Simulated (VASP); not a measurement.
Given:

```yaml
crystal:
  lattice:
    - [0.00000, 2.15054, 2.15054]
    - [2.15054, 0.00000, 2.15054]
    - [2.15054, 2.15054, 0.00000]
  atoms:
    - { symbol: Si, position: [0.00000, 0.00000, 0.00000] }
    - { symbol: C, position: [0.25000, 0.25000, 0.25000] }
```

Calculation: PBE GGA, VASP's PBE PAW potentials (set 64) (plane waves; VASP). Numerical set-up: PREC = Normal, 500 eV cut-off, 4×4×4 Γ-centred mesh, Gaussian smearing of 0.010 eV, potentials Si_GW C_GW_new.

### Question
Give the stress tensor in GPa (positive for a compressed cell).

### Answer

```
13.57   0.00   0.00
 0.00  13.57   0.00
 0.00   0.00  13.57
```
The pressure is its mean diagonal, 13.57 GPa.

The compound is SiC in the zinc blende structure. This cell is one point of a volume scan, at 0.96 of the reference volume. The k-mesh is coarse (spacing up to 0.63 per Å, 2π included), so the numbers may not be converged in it.
